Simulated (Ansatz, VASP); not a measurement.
**H15C8S2N3O4F2 in two plane-wave programs**

One calculation is typed for both programs; each brings its own data sets. How far apart do they land? Of the first pair: The structure shown is the start of the Ansatz relaxation below; VASP solves that cell, so the two are compared at the walk's first step.

Program: Ansatz 0.2.0. Level of theory: plane waves, with VASP 6.6.1 beside it; LDA. Results are calculated unless marked as measured.

### Step 1. The structure

The cell holds 204 atoms: 48 C, 18 N, 90 H, 12 S, 24 O and 12 F. Its edges and angles: a = 13.298 Å, b = 13.298 Å, c = 13.298 Å, α = 90.0°, β = 90.0°, γ = 90.0°.

### Step 2. Ansatz: relaxation, LDA

Ansatz runs on its default PAW (the set named soft_2) files.

The two programs are compared at the cell with which this relaxation starts, whose forces are those of its first step.

File input.yaml:

```yaml
crystal:
  lattice:
    - [13.29799, 0.0, 0.0]
    - [0.0, 13.29799, 0.0]
    - [0.0, 0.0, 13.29799]
  atoms:
    - { symbol: C, position: [0.61926, 0.15964, 0.91608] }
    - { symbol: C, position: [0.50125, 0.17583, 0.93007] }
    - { symbol: C, position: [0.45411, 0.07709, 0.9443] }
    - { symbol: C, position: [0.35735, 0.0662, 0.00291] }
    - { symbol: "N", position: [0.27111, 0.07887, 0.93964] }
    - { symbol: C, position: [0.22312, 0.01552, 0.87476] }
    - { symbol: C, position: [0.14197, 0.06665, 0.83224] }
    - { symbol: "N", position: [0.14025, 0.16162, 0.88482] }
    - { symbol: C, position: [0.05818, 0.23431, 0.88796] }
    - { symbol: C, position: [0.22203, 0.16715, 0.93985] }
    - { symbol: H, position: [0.6487, 0.17369, 0.9891] }
    - { symbol: H, position: [0.63967, 0.08392, 0.8814] }
    - { symbol: H, position: [0.65646, 0.2126, 0.86765] }
    - { symbol: H, position: [0.45823, 0.20768, 0.86372] }
    - { symbol: H, position: [0.48333, 0.23179, 0.98826] }
    - { symbol: H, position: [0.50685, 0.04334, 0.99498] }
    - { symbol: H, position: [0.44848, 0.04029, 0.87684] }
    - { symbol: H, position: [0.34811, 0.99134, 0.02888] }
    - { symbol: H, position: [0.35794, 0.11934, 0.0637] }
    - { symbol: H, position: [0.25037, 0.94022, 0.86249] }
    - { symbol: H, position: [0.07627, 0.04855, 0.79004] }
    - { symbol: H, position: [0.0271, 0.23631, 0.81158] }
    - { symbol: H, position: [0.00414, 0.21204, 0.9448] }
    - { symbol: H, position: [0.09456, 0.30648, 0.90002] }
    - { symbol: H, position: [0.24079, 0.22565, 0.99241] }
    - { symbol: C, position: [0.31458, 0.8666, 0.21411] }
    - { symbol: C, position: [0.40802, 0.92793, 0.25233] }
    - { symbol: C, position: [0.48775, 0.8547, 0.27322] }
    - { symbol: C, position: [0.56697, 0.89162, 0.34911] }
    - { symbol: "N", position: [0.61937, 0.98152, 0.31065] }
    - { symbol: C, position: [0.69008, 0.98458, 0.23107] }
    - { symbol: C, position: [0.7145, 0.08829, 0.22701] }
    - { symbol: "N", position: [0.65164, 0.13527, 0.29867] }
    - { symbol: C, position: [0.64478, 0.24041, 0.31071] }
    - { symbol: C, position: [0.60265, 0.07074, 0.35405] }
    - { symbol: H, position: [0.25205, 0.92768, 0.19926] }
    - { symbol: H, position: [0.28575, 0.81066, 0.26491] }
    - { symbol: H, position: [0.35309, 0.82141, 0.1538] }
    - { symbol: H, position: [0.43566, 0.97427, 0.18617] }
    - { symbol: H, position: [0.38896, 0.96796, 0.32141] }
    - { symbol: H, position: [0.4596, 0.79135, 0.31144] }
    - { symbol: H, position: [0.5185, 0.82221, 0.2083] }
    - { symbol: H, position: [0.61066, 0.82564, 0.35633] }
    - { symbol: H, position: [0.54924, 0.91293, 0.4254] }
    - { symbol: H, position: [0.72014, 0.91159, 0.19407] }
    - { symbol: H, position: [0.76612, 0.13578, 0.17701] }
    - { symbol: H, position: [0.71429, 0.27207, 0.31944] }
    - { symbol: H, position: [0.60631, 0.27669, 0.25079] }
    - { symbol: H, position: [0.58968, 0.2592, 0.37155] }
    - { symbol: H, position: [0.55604, 0.08714, 0.41704] }
    - { symbol: C, position: [0.36862, 0.47237, 0.13625] }
    - { symbol: C, position: [0.25421, 0.45594, 0.15471] }
    - { symbol: C, position: [0.22609, 0.53615, 0.22753] }
    - { symbol: C, position: [0.13388, 0.51129, 0.28613] }
    - { symbol: "N", position: [0.07128, 0.59936, 0.31313] }
    - { symbol: C, position: [0.07698, 0.65042, 0.40475] }
    - { symbol: C, position: [0.00981, 0.72433, 0.40219] }
    - { symbol: "N", position: [0.9651, 0.71687, 0.30636] }
    - { symbol: C, position: [0.88082, 0.7779, 0.27194] }
    - { symbol: C, position: [0.01076, 0.64896, 0.24863] }
    - { symbol: H, position: [0.38544, 0.42559, 0.07493] }
    - { symbol: H, position: [0.41071, 0.45371, 0.20757] }
    - { symbol: H, position: [0.39213, 0.54639, 0.11363] }
    - { symbol: H, position: [0.2356, 0.38191, 0.1878] }
    - { symbol: H, position: [0.2225, 0.46978, 0.0795] }
    - { symbol: H, position: [0.21875, 0.60336, 0.18474] }
    - { symbol: H, position: [0.27944, 0.5531, 0.28223] }
    - { symbol: H, position: [0.13782, 0.46859, 0.35506] }
    - { symbol: H, position: [0.08199, 0.45903, 0.24751] }
    - { symbol: H, position: [0.13689, 0.6217, 0.45001] }
    - { symbol: H, position: [0.97684, 0.77732, 0.45259] }
    - { symbol: H, position: [0.89771, 0.85378, 0.2466] }
    - { symbol: H, position: [0.84138, 0.74692, 0.20793] }
    - { symbol: H, position: [0.83116, 0.78002, 0.33756] }
    - { symbol: H, position: [0.99671, 0.62304, 0.16761] }
    - { symbol: C, position: [0.61893, 0.48336, 0.72197] }
    - { symbol: C, position: [0.57067, 0.37967, 0.72998] }
    - { symbol: C, position: [0.64472, 0.30669, 0.6796] }
    - { symbol: C, position: [0.67994, 0.32897, 0.57712] }
    - { symbol: "N", position: [0.78317, 0.36798, 0.57409] }
    - { symbol: C, position: [0.82449, 0.40692, 0.47946] }
    - { symbol: C, position: [0.92251, 0.44518, 0.50383] }
    - { symbol: "N", position: [0.94566, 0.40675, 0.59968] }
    - { symbol: C, position: [0.0426, 0.42085, 0.65249] }
    - { symbol: C, position: [0.8635, 0.35496, 0.6312] }
    - { symbol: H, position: [0.55789, 0.53501, 0.74604] }
    - { symbol: H, position: [0.62283, 0.50993, 0.64947] }
    - { symbol: H, position: [0.68784, 0.49739, 0.7629] }
    - { symbol: H, position: [0.56354, 0.35614, 0.80584] }
    - { symbol: H, position: [0.49512, 0.37101, 0.69676] }
    - { symbol: H, position: [0.70644, 0.3056, 0.72898] }
    - { symbol: H, position: [0.61381, 0.22828, 0.68456] }
    - { symbol: H, position: [0.63588, 0.37756, 0.52631] }
    - { symbol: H, position: [0.67812, 0.25664, 0.53701] }
    - { symbol: H, position: [0.77733, 0.41164, 0.41066] }
    - { symbol: H, position: [0.98095, 0.49317, 0.46463] }
    - { symbol: H, position: [0.1063, 0.42972, 0.59954] }
    - { symbol: H, position: [0.05385, 0.36724, 0.71104] }
    - { symbol: H, position: [0.0349, 0.493, 0.68812] }
    - { symbol: H, position: [0.86178, 0.31041, 0.70362] }
    - { symbol: C, position: [0.28755, 0.43642, 0.82873] }
    - { symbol: C, position: [0.34104, 0.53906, 0.83166] }
    - { symbol: C, position: [0.26794, 0.60618, 0.89102] }
    - { symbol: C, position: [0.30088, 0.71299, 0.88028] }
    - { symbol: "N", position: [0.25147, 0.75408, 0.79018] }
    - { symbol: C, position: [0.14821, 0.75303, 0.77343] }
    - { symbol: C, position: [0.12801, 0.78038, 0.67879] }
    - { symbol: "N", position: [0.2238, 0.81609, 0.64292] }
    - { symbol: C, position: [0.23356, 0.87828, 0.55319] }
    - { symbol: C, position: [0.29638, 0.78967, 0.70623] }
    - { symbol: H, position: [0.23817, 0.42226, 0.89004] }
    - { symbol: H, position: [0.24096, 0.43606, 0.76012] }
    - { symbol: H, position: [0.33542, 0.37606, 0.82562] }
    - { symbol: H, position: [0.41711, 0.54047, 0.85762] }
    - { symbol: H, position: [0.34787, 0.55843, 0.75626] }
    - { symbol: H, position: [0.19437, 0.59493, 0.8709] }
    - { symbol: H, position: [0.27404, 0.59264, 0.96808] }
    - { symbol: H, position: [0.26372, 0.75837, 0.94234] }
    - { symbol: H, position: [0.38374, 0.72229, 0.86448] }
    - { symbol: H, position: [0.10338, 0.72535, 0.83523] }
    - { symbol: H, position: [0.06459, 0.79964, 0.62971] }
    - { symbol: H, position: [0.30718, 0.89549, 0.5243] }
    - { symbol: H, position: [0.19513, 0.94224, 0.5762] }
    - { symbol: H, position: [0.1876, 0.8351, 0.49574] }
    - { symbol: H, position: [0.37033, 0.82025, 0.70155] }
    - { symbol: C, position: [0.54229, 0.98892, 0.64218] }
    - { symbol: C, position: [0.63954, 0.93611, 0.62172] }
    - { symbol: C, position: [0.71691, 0.97329, 0.6958] }
    - { symbol: C, position: [0.82548, 0.94798, 0.66747] }
    - { symbol: "N", position: [0.84483, 0.8467, 0.68665] }
    - { symbol: C, position: [0.83402, 0.7657, 0.624] }
    - { symbol: C, position: [0.83996, 0.67826, 0.6837] }
    - { symbol: "N", position: [0.86787, 0.71511, 0.77503] }
    - { symbol: C, position: [0.86651, 0.66314, 0.86942] }
    - { symbol: C, position: [0.88374, 0.81146, 0.77204] }
    - { symbol: H, position: [0.51384, 0.95454, 0.70772] }
    - { symbol: H, position: [0.49421, 0.97617, 0.5733] }
    - { symbol: H, position: [0.54694, 0.07522, 0.65788] }
    - { symbol: H, position: [0.66307, 0.94069, 0.55112] }
    - { symbol: H, position: [0.6301, 0.85924, 0.63275] }
    - { symbol: H, position: [0.7041, 0.94014, 0.77522] }
    - { symbol: H, position: [0.71365, 0.05346, 0.70192] }
    - { symbol: H, position: [0.84537, 0.95601, 0.58976] }
    - { symbol: H, position: [0.88255, 0.98882, 0.71413] }
    - { symbol: H, position: [0.81686, 0.77907, 0.5449] }
    - { symbol: H, position: [0.83992, 0.59918, 0.68403] }
    - { symbol: H, position: [0.91657, 0.60176, 0.84312] }
    - { symbol: H, position: [0.90578, 0.71822, 0.92321] }
    - { symbol: H, position: [0.79456, 0.64214, 0.89756] }
    - { symbol: H, position: [0.91591, 0.85839, 0.82854] }
    - { symbol: "N", position: [0.27664, 0.27492, 0.46136] }
    - { symbol: S, position: [0.38236, 0.2514, 0.52249] }
    - { symbol: O, position: [0.46705, 0.31689, 0.49577] }
    - { symbol: O, position: [0.41163, 0.14736, 0.53093] }
    - { symbol: F, position: [0.35606, 0.28588, 0.63145] }
    - { symbol: S, position: [0.28448, 0.20698, 0.36251] }
    - { symbol: O, position: [0.27291, 0.09874, 0.36426] }
    - { symbol: O, position: [0.35585, 0.23715, 0.28028] }
    - { symbol: F, position: [0.18234, 0.23971, 0.30509] }
    - { symbol: "N", position: [0.97623, 0.97666, 0.05571] }
    - { symbol: S, position: [0.02929, 0.87195, 0.03377] }
    - { symbol: O, position: [0.06125, 0.863, 0.92802] }
    - { symbol: O, position: [0.99837, 0.77908, 0.08199] }
    - { symbol: F, position: [0.12302, 0.87925, 0.0966] }
    - { symbol: S, position: [0.88858, 0.98842, 0.97615] }
    - { symbol: O, position: [0.81954, 0.91017, 0.97477] }
    - { symbol: O, position: [0.9161, 0.03325, 0.87957] }
    - { symbol: F, position: [0.81389, 0.07233, 0.03103] }
    - { symbol: "N", position: [0.47352, 0.57236, 0.47539] }
    - { symbol: S, position: [0.36218, 0.5666, 0.48164] }
    - { symbol: O, position: [0.3048, 0.64624, 0.4319] }
    - { symbol: O, position: [0.32562, 0.53615, 0.57816] }
    - { symbol: F, position: [0.34148, 0.46873, 0.41099] }
    - { symbol: S, position: [0.51995, 0.66318, 0.53781] }
    - { symbol: O, position: [0.6269, 0.68046, 0.53518] }
    - { symbol: O, position: [0.47431, 0.68812, 0.63403] }
    - { symbol: F, position: [0.48065, 0.75585, 0.47568] }
    - { symbol: "N", position: [0.84841, 0.31602, 0.05442] }
    - { symbol: S, position: [0.94238, 0.33339, 0.12548] }
    - { symbol: O, position: [0.91682, 0.39085, 0.21747] }
    - { symbol: O, position: [0.03814, 0.35688, 0.08003] }
    - { symbol: F, position: [0.95953, 0.22782, 0.17311] }
    - { symbol: S, position: [0.83638, 0.41069, 0.98801] }
    - { symbol: O, position: [0.88151, 0.40576, 0.88826] }
    - { symbol: O, position: [0.83505, 0.51151, 0.03148] }
    - { symbol: F, position: [0.72132, 0.40197, 0.95872] }
    - { symbol: "N", position: [0.99649, 0.15448, 0.42364] }
    - { symbol: S, position: [0.97987, 0.14922, 0.5416] }
    - { symbol: O, position: [0.87567, 0.15316, 0.57741] }
    - { symbol: O, position: [0.05853, 0.20167, 0.59838] }
    - { symbol: F, position: [0.01021, 0.03116, 0.56557] }
    - { symbol: S, position: [0.96568, 0.0479, 0.38467] }
    - { symbol: O, position: [0.86219, 0.01946, 0.40473] }
    - { symbol: O, position: [0.03753, 0.96675, 0.39185] }
    - { symbol: F, position: [0.95562, 0.07221, 0.26733] }
    - { symbol: "N", position: [0.63199, 0.53249, 0.11888] }
    - { symbol: S, position: [0.64091, 0.55874, 0.23159] }
    - { symbol: O, position: [0.64232, 0.47319, 0.29675] }
    - { symbol: O, position: [0.58213, 0.64627, 0.26688] }
    - { symbol: F, position: [0.75314, 0.5986, 0.24136] }
    - { symbol: S, position: [0.62356, 0.62287, 0.05257] }
    - { symbol: O, position: [0.68413, 0.70683, 0.077] }
    - { symbol: O, position: [0.5236, 0.6468, 0.00881] }
    - { symbol: F, position: [0.67197, 0.56647, 0.95824] }
kpoints:
  mp_grid: { grid: [1, 1, 1] }
hamiltonian:
  xc: lda
scf:
  occupations: { method: fermi_dirac, width: 0.025 }
output:
  forces: true
relax:
  f_tol: 0.05
  max_steps: 200
```

Run with:

```
$ ansatz run input.yaml --threads 4 --pin off --max-ram 8192MiB --backend cpu --events-out ev --progress --plain --runs-dir out
```

Numbers of over 12 decimals in the logs are rounded to 6 here.

The log of the run:

```text
Engine: ansatz 0.2.0, aarch64-unknown-linux-gnu
Pseudopotentials: kind: paw
Pseudopotential: C, paw, valence charge 4, recommended cutoff 420 eV (normal), C.paw.azcp
Pseudopotential: N, paw, valence charge 5, recommended cutoff 420 eV (normal), N.paw.azcp
Pseudopotential: H, paw, valence charge 1, recommended cutoff 420 eV (normal), H.paw.azcp
Pseudopotential: S, paw, valence charge 6, recommended cutoff 420 eV (normal), S.paw.azcp
Pseudopotential: O, paw, valence charge 6, recommended cutoff 420 eV (normal), O.paw.azcp
Pseudopotential: F, paw, valence charge 7, recommended cutoff 420 eV (normal), F.paw.azcp
Functional definition: SPW92
  exchange = slater_x
  correlation = pw_c
Crystal: 204 atoms, lattice volume = 2351.571 Å³
Basis set: ecut = 420 eV, 45961 PW (Γ)
Bands: 540, of which v1, the nominal top of the filled ones, is band 336 counted from 1 (335 counted from 0)
Symmetry: 1 space group operations
Space group: P1 (ITA 1), of the structure as read, at distance tolerance 1.3e-4 Å
k-points: 1
Non-local potential: C, projectors of the file, l = 0: 2, l = 1: 2, l = 2: 1
Non-local potential: N, projectors of the file, l = 0: 2, l = 1: 2, l = 2: 1
Non-local potential: H, projectors of the file, l = 0: 2, l = 1: 1
Non-local potential: S, projectors of the file, l = 0: 2, l = 1: 2, l = 2: 2
Non-local potential: O, projectors of the file, l = 0: 2, l = 1: 2, l = 2: 1
Non-local potential: F, projectors of the file, l = 0: 2, l = 1: 2, l = 2: 1
PAW form: soft (Blöchl's): semilocal exchange-correlation on the pseudo side does not see the compensation charge
PAW frozen core: C, regenerated for the run's functional, and the local potential with it (the file was generated under x = pbe(κ = 0.804, μ = 0.219515), c = pbe(β = 0.066725))
PAW frozen core: N, regenerated for the run's functional, and the local potential with it (the file was generated under x = pbe(κ = 0.804, μ = 0.219515), c = pbe(β = 0.066725))
PAW frozen core: S, regenerated for the run's functional, and the local potential with it (the file was generated under x = pbe(κ = 0.804, μ = 0.219515), c = pbe(β = 0.066725))
PAW frozen core: O, regenerated for the run's functional, and the local potential with it (the file was generated under x = pbe(κ = 0.804, μ = 0.219515), c = pbe(β = 0.066725))
PAW frozen core: F, regenerated for the run's functional, and the local potential with it (the file was generated under x = pbe(κ = 0.804, μ = 0.219515), c = pbe(β = 0.066725))
PAW one-centre angular grid: C, 110 points (default); XC on 64 Gauss nodes
PAW one-centre angular grid: N, 110 points (default); XC on 64 Gauss nodes
PAW one-centre angular grid: H, 110 points (default); XC on 64 Gauss nodes
PAW one-centre angular grid: S, 110 points (default); XC on 64 Gauss nodes
PAW one-centre angular grid: O, 110 points (default); XC on 64 Gauss nodes
PAW one-centre angular grid: F, 110 points (default); XC on 64 Gauss nodes
Initial density: superposition of atomic densities (neutral atoms: chi_scale 0, normalization atom), corrected by the library's trained network
Initial wavefunctions: pseudopotential atomic-orbital guess
Functional: x = slater, c = lda
SCF iter   1: F=—  HF=-53055.240993 eV  |F-HF|=—  |Δ(HF+E_count)|=         —  Δρ=1.11e-2  dr2=3.40e0  ethr=1.77e-3  ⟨swp⟩=6.0  Hψ=2615  notcnv=0  defer=66
preconditioner: auto → Resta (q_TF=auto, 2.214 Å⁻¹)  ε∞=2.6  [insulator: Δε(μ)=3.488 eV  Ē_g=15.485 eV  σ=0.025 eV  W_gap=1.00  n_scr=436 (ndim 8)  ℏωp=19.5 eV  f_vac=0.268  D(μ)=0.00/eV (n_scr^D=0)  ε∞_Penn≈2.6]
SCF iter   2: F=—  HF=-53054.236395 eV  |F-HF|=—  |Δ(HF+E_count)|=    1.00e0  Δρ=4.48e-3  dr2=6.30e-1  ethr=5.07e-4  ⟨swp⟩=2.0  Hψ=754  notcnv=0  defer=198
SCF iter   3: F=—  HF=-53054.053782 eV  |F-HF|=—  |Δ(HF+E_count)|=   1.83e-1  Δρ=2.30e-3  dr2=2.10e-1  ethr=9.38e-5  ⟨swp⟩=3.0  Hψ=655  notcnv=0  defer=198
SCF iter   4: F=—  HF=-53053.983354 eV  |F-HF|=—  |Δ(HF+E_count)|=   7.04e-2  Δρ=1.04e-3  dr2=3.58e-2  ethr=3.13e-5  ⟨swp⟩=3.0  Hψ=655  notcnv=0  defer=198
[...]
- { symbol: C, position: [0.231708, 0.902156, 0.451622] }
    - { symbol: C, position: [0.290257, 0.838547, 0.615726] }
    - { symbol: H, position: [0.287718, 0.462604, 0.803770] }
    - { symbol: H, position: [0.169132, 0.494600, 0.751127] }
    - { symbol: H, position: [0.267043, 0.448295, 0.671931] }
    - { symbol: H, position: [0.369253, 0.601986, 0.705529] }
    - { symbol: H, position: [0.252801, 0.632528, 0.650767] }
    - { symbol: H, position: [0.183976, 0.672157, 0.824668] }
    - { symbol: H, position: [0.302984, 0.643065, 0.876165] }
    - { symbol: H, position: [0.287029, 0.824710, 0.857550] }
    - { symbol: H, position: [0.382152, 0.779280, 0.773069] }
    - { symbol: H, position: [0.102254, 0.845104, 0.769999] }
    - { symbol: H, position: [0.063955, 0.913192, 0.573530] }
[...]
- { symbol: C, position: [0.485498, 0.992225, 0.746958] }
    - { symbol: C, position: [0.588652, 0.969352, 0.705988] }
    - { symbol: C, position: [0.671540, 1.005920, 0.774155] }
    - { symbol: C, position: [0.775040, 0.983211, 0.734140] }
    - { symbol: N, position: [0.793817, 0.875892, 0.728338] }
    - { symbol: C, position: [0.808979, 0.822174, 0.642230] }
    - { symbol: C, position: [0.822627, 0.724767, 0.670244] }
    - { symbol: N, position: [0.815570, 0.721464, 0.772481] }
    - { symbol: C, position: [0.829635, 0.633685, 0.833991] }
    - { symbol: C, position: [0.798154, 0.813801, 0.806653] }
[...]
- { symbol: H, position: [0.831761, 0.657003, 0.625373] }
    - { symbol: H, position: [0.792283, 0.569029, 0.798414] }
    - { symbol: H, position: [0.910470, 0.618970, 0.844176] }
    - { symbol: H, position: [0.795487, 0.645367, 0.908271] }
    - { symbol: H, position: [0.789445, 0.835900, 0.885221] }
    - { symbol: N, position: [0.455065, 0.170665, 0.380004] }
    - { symbol: S, position: [0.455097, 0.138609, 0.492743] }
    - { symbol: O, position: [0.558043, 0.133961, 0.524987] }
    - { symbol: O, position: [0.388640, 0.059251, 0.522032] }
    - { symbol: F, position: [0.411926, 0.234669, 0.549366] }
    - { symbol: S, position: [0.360044, 0.169523, 0.309149] }
    - { symbol: O, position: [0.287470, 0.093098, 0.329394] }
    - { symbol: O, position: [0.394109, 0.184457, 0.208374] }
    - { symbol: F, position: [0.306011, 0.271219, 0.338294] }
    - { symbol: N, position: [0.972445, 0.864435, 0.032199] }
    - { symbol: S, position: [0.053143, 0.793777, -0.016169] }
    - { symbol: O, position: [0.030596, 0.761528, 0.883333] }
    - { symbol: O, position: [1.085160, 0.721758, 0.056016] }
    - { symbol: F, position: [0.148775, 0.866291, -0.031777] }
    - { symbol: S, position: [0.929172, 0.958894, 0.976785] }
    - { symbol: O, position: [0.822174, 0.964064, 0.988172] }
    - { symbol: O, position: [0.971893, -0.020688, 0.879844] }
    - { symbol: F, position: [0.969398, 0.046444, 0.046147] }
    - { symbol: N, position: [0.493311, 0.578709, 0.544393] }
    - { symbol: S, position: [0.405071, 0.598893, 0.468830] }
    - { symbol: O, position: [0.369813, 0.701039, 0.463245] }
    - { symbol: O, position: [0.332990, 0.519788, 0.474548] }
    - { symbol: F, position: [0.459012, 0.582826, 0.364045] }
    - { symbol: S, position: [0.555766, 0.663243, 0.597149] }
    - { symbol: O, position: [0.633351, 0.616975, 0.655146] }
    - { symbol: O, position: [0.497871, 0.742300, 0.642376] }
    - { symbol: F, position: [0.612485, 0.718007, 0.507632] }
    - { symbol: N, position: [0.953684, 0.307816, 0.040322] }
    - { symbol: S, position: [0.994495, 0.286606, 0.149356] }
    - { symbol: O, position: [1.002042, 0.371750, 0.214321] }
    - { symbol: O, position: [0.077177, 0.218494, 0.141974] }
    - { symbol: F, position: [0.906247, 0.221541, 0.195925] }
    - { symbol: S, position: [0.884928, 0.399492, 1.013001] }
[...]
- { symbol: F, position: [0.781657, 0.373261, 1.066302] }
    - { symbol: N, position: [0.959366, 0.108096, 0.466398] }
    - { symbol: S, position: [0.941271, 0.157618, 0.570691] }
[...]
- { symbol: F, position: [-0.018338, 0.070959, 0.646290] }
    - { symbol: S, position: [0.909304, 0.00719201, 0.432836] }
[...]
- { symbol: O, position: [-0.019673, 0.925915, 0.429338] }
    - { symbol: F, position: [0.889310, 0.033191, 0.319565] }
    - { symbol: N, position: [0.613943, 0.570884, 0.188793] }
    - { symbol: S, position: [0.682947, 0.542385, 0.279820] }
    - { symbol: O, position: [0.643916, 0.453702, 0.326400] }
    - { symbol: O, position: [0.714602, 0.624031, 0.342462] }
    - { symbol: F, position: [0.784494, 0.505986, 0.227459] }
    - { symbol: S, position: [0.641505, 0.653221, 0.109836] }
    - { symbol: O, position: [0.706885, 0.732355, 0.143373] }
    - { symbol: O, position: [0.554916, 0.678006, 0.051720] }
    - { symbol: F, position: [0.711405, 0.591405, 1.033508] }
```

[end of part 1 of 2]

[Lines on the potential files, build, host, timing and source positions are cut from VASP's logs without a mark.]

[Logs are printed without paths, hosts, clocks, repeated set-up lines and the standing remarks that a program may print on its own settings, such as how far it seeks lower states.]

[Hosts, paths, dates, database ids (printed as entryN), source tags and the programs' standing remarks are cut or masked in the printed files.]
